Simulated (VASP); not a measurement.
```xyz
2
Lattice="0.0000 2.3052 2.3052 2.3052 0.0000 2.3052 2.3052 2.3052 0.0000" Properties=species:S:1:pos:R:3 pbc="T T T"
Hf     0.0000     0.0000     0.0000
N      2.3052     2.3052     2.3052
```

The base run (VASP): PBE GGA, plane waves, VASP's PBE PAW potentials (set 64). Run with 520 eV cut-off, 12×12×12 Γ-centred mesh, first-order Methfessel-Paxton smearing of 0.10 eV, potentials Hf_pv N.

One setting is varied; ΔE counts from the most expensive setting. The base run took about 30 core-seconds. Costs are core time on shared hosts, one run each; read them as rough ratios.

The pressure holds a Pulay error that falls with the cut-off, as the column shows.

```csv
setting,cost over the base run,electronic steps,ΔE (meV/atom),pressure (GPa)
ENCUT = 300,within a factor of 2,13,3.3,-29.69
ENCUT = 250,within a factor of 2,13,-25.0,-47.43
ENCUT = 350,within a factor of 2,13,13.7,-20.31
ENCUT = 400,within a factor of 2,13,1.9,-15.03
base run,reference,13,3.7,-12.18
ENCUT = 700,within a factor of 2,13,0.8,-12.29
ENCUT = 750,within a factor of 2,13,0.3,-12.24
ENCUT = 800,within a factor of 2,13,0.0,-12.17
```

Left out are runs that failed, have no time on record or changed the cell.

The compound is HfN in the rock salt structure. The cell was not relaxed at this level.
